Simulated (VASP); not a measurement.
Consider the following.

```
CELL_PARAMETERS angstrom
      5.13414     0.00000     0.00000
      0.00000     5.13414     0.00000
      0.00000     0.00000     3.45319
ATOMIC_POSITIONS crystal
  Pb 0.00000 0.00000 0.00000
  Pb 0.50000 0.50000 0.50000
  O  0.30830 0.30830 0.00000
  O  0.80830 0.19170 0.50000
  O  0.19170 0.80830 0.50000
  O  0.69170 0.69170 0.00000
```

The numbers are results of revPBE GGA, VASP's PBE PAW potentials (set 64) (plane waves; VASP), not measurements. Run with 520 eV cut-off, Gaussian smearing of 0.050 eV, potentials Pb_d O.

Unless said otherwise, spin-orbit coupling is left out, though it shifts the bands of the heavy elements here.

Task: Give the energies of bands 15 to 28 at the high-symmetry points, in eV from the valence-band maximum.

Result: 
```
band      Γ      X      M      Z      R      A
----  -----  -----  -----  -----  -----  -----
15    -7.78  -6.28  -5.65  -7.13  -6.91  -7.50
16    -2.99  -6.28  -5.65  -7.13  -6.91  -7.50
17    -2.99  -2.33  -2.88  -3.11  -4.24  -3.57
18    -2.99  -2.33  -2.88  -3.11  -4.24  -3.57
19    -2.47  -2.21  -2.32  -2.78  -3.13  -1.91
20    -1.76  -2.21  -2.32  -2.78  -3.13  -1.91
21    -1.62  -1.17  -1.31  -1.84  -0.92  -1.80
22    -0.68  -1.17  -1.31  -1.84  -0.92  -1.80
23    -0.58  -0.60  -0.62  -0.89  -0.61  -0.55
24    -0.58  -0.60  -0.62  -0.89  -0.61  -0.55
25    -0.47  -0.29  -0.39  -0.64  -0.25  -0.41
26    -0.47  -0.29  -0.39  -0.64  -0.25  -0.41
27     0.15   1.98   2.38   3.29   3.55   2.48
28     3.80   1.98   2.38   3.29   3.55   2.48
```

The gap is indirect, 0.07 eV, from the valence maximum at Γ-Z at 0.33 to the conduction minimum at M-Γ at 0.78.

The compound is PbO2 in the rutile structure. It was relaxed first, which changed the volume by +9 %.
